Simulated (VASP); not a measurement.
A convergence study with VASP on Ag (space group Fm-3m): one setting is varied, all else stays as given below, so the limit is that of these other settings.

```xyz
1
Lattice="0.0000 2.0552 2.0552 2.0552 0.0000 2.0552 2.0552 2.0552 0.0000" Properties=species:S:1:pos:R:3 pbc="T T T"
Ag     0.0000     0.0000     0.0000
```

These are PBE GGA, VASP's PBE PAW potentials (set 64) (plane waves; VASP) values and carry that method's errors. The tightest run used: 720 eV cut-off, 14×14×14 Γ-centred mesh, Fermi-Dirac smearing of 0.10 eV, potentials Ag.

Question: The settings run are ENCUT = 105; ENCUT = 120; ENCUT = 135; ENCUT = 150; ENCUT = 165; ENCUT = 180; ENCUT = 210; ENCUT = 240; ENCUT = 270; ENCUT = 330; ENCUT = 360; ENCUT = 405; ENCUT = 450; ENCUT = 525; ENCUT = 600; ENCUT = 720. From which on does the stress (every component) stay within 0.5 GPa of the tightest run?

Answer: From ENCUT = 405 on: it is off by 0.33 there and by no more than 0.5 in any finer run, while ENCUT = 360 is off by 0.88.
| setting | E (eV/atom) | pressure (GPa) | plane waves | difference judged (GPa) |
|---|---|---|---|---|
| ENCUT = 105 | 23.4981 | -1438.77 | 55 | 1441.40 |
| ENCUT = 120 | 8.7109 | -924.97 | 59 | 927.60 |
| ENCUT = 135 | 1.4165 | -566.44 | 70 | 569.07 |
| ENCUT = 150 | -0.8702 | -343.00 | 77 | 345.64 |
| ENCUT = 165 | -1.8249 | -204.41 | 92 | 207.04 |
| ENCUT = 180 | -2.3323 | -116.66 | 113 | 119.29 |
| ENCUT = 210 | -2.6306 | -31.98 | 128 | 34.61 |
| ENCUT = 240 | -2.7026 | -4.18 | 156 | 6.82 |
| ENCUT = 270 | -2.7224 | 2.41 | 190 | 0.23 |
| ENCUT = 330 | -2.7174 | 1.82 | 259 | 0.81 |
| ENCUT = 360 | -2.7141 | 1.76 | 283 | 0.88 |
| ENCUT = 405 | -2.7136 | 2.30 | 332 | 0.33 |
| ENCUT = 450 | -2.7135 | 2.64 | 388 | 0.01 |
| ENCUT = 525 | -2.7135 | 2.56 | 495 | 0.07 |
| ENCUT = 600 | -2.7133 | 2.55 | 592 | 0.08 |
| ENCUT = 720 | -2.7133 | 2.64 | 778 | 0.00 |

Left out are rungs that failed or repeat a setting and relaxations that didn't move; long series are thinned to 24 rows.

The structure is a typed Ag crystal (space group no. 225). The cell was not relaxed at this level.
